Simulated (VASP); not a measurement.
A convergence study with VASP on Pt₃Ti (L1_2): one setting is varied, all else stays as given below, so the limit is that of these other settings.

```xyz
4
Lattice="3.9200 0.0000 0.0000 0.0000 3.9200 0.0000 0.0000 0.0000 3.9200" Properties=species:S:1:pos:R:3 pbc="T T T"
Ti     0.0000     0.0000     0.0000
Pt     0.0000     1.9600     1.9600
Pt     1.9600     0.0000     1.9600
Pt     1.9600     1.9600     0.0000
```

Calculation: PBE GGA, VASP's PBE PAW potentials (set 64) (plane waves; VASP). The tightest run used: 550 eV cut-off, 17×17×17 Γ-centred mesh, first-order Methfessel-Paxton smearing of 0.10 eV, potentials Ti_sv Pt.

Question: The settings run are 1×1×1 mesh; 2×2×2 mesh; 3×3×3 mesh; 5×5×5 mesh; 6×6×6 mesh; 7×7×7 mesh; 8×8×8 mesh; 10×10×10 mesh; 11×11×11 mesh; 12×12×12 mesh; 13×13×13 mesh; 14×14×14 mesh; 16×16×16 mesh; 17×17×17 mesh. From which on does the stress (every component) stay within 0.2 GPa of the tightest run?

Answer: From 5×5×5 mesh on: it is off by 0.11 there and by no more than 0.2 in any finer run, while 3×3×3 mesh is off by 1.89.
```tsv
setting	E (eV/atom)	pressure (GPa)	irreducible k-points	difference judged (GPa)
1×1×1 mesh	-3.9744	64.14	1	59.16
2×2×2 mesh	-7.1443	6.10	4	1.12
3×3×3 mesh	-7.3426	6.87	4	1.89
5×5×5 mesh	-7.3799	4.87	10	0.11
6×6×6 mesh	-7.3818	4.92	20	0.06
7×7×7 mesh	-7.3818	4.98	20	0.01
8×8×8 mesh	-7.3826	5.00	35	0.02
10×10×10 mesh	-7.3844	4.97	56	0.01
11×11×11 mesh	-7.3841	4.93	56	0.04
12×12×12 mesh	-7.3836	4.92	84	0.05
13×13×13 mesh	-7.3832	4.98	84	0.01
14×14×14 mesh	-7.3837	5.00	120	0.03
16×16×16 mesh	-7.3838	4.98	165	0.01
17×17×17 mesh	-7.3839	4.97	165	0.00
```

Left out are rungs that failed or repeat a setting and relaxations that didn't move; long series are thinned to 24 rows.

The compound is Pt3Ti in the L1_2 structure. The cell was not relaxed at this level.
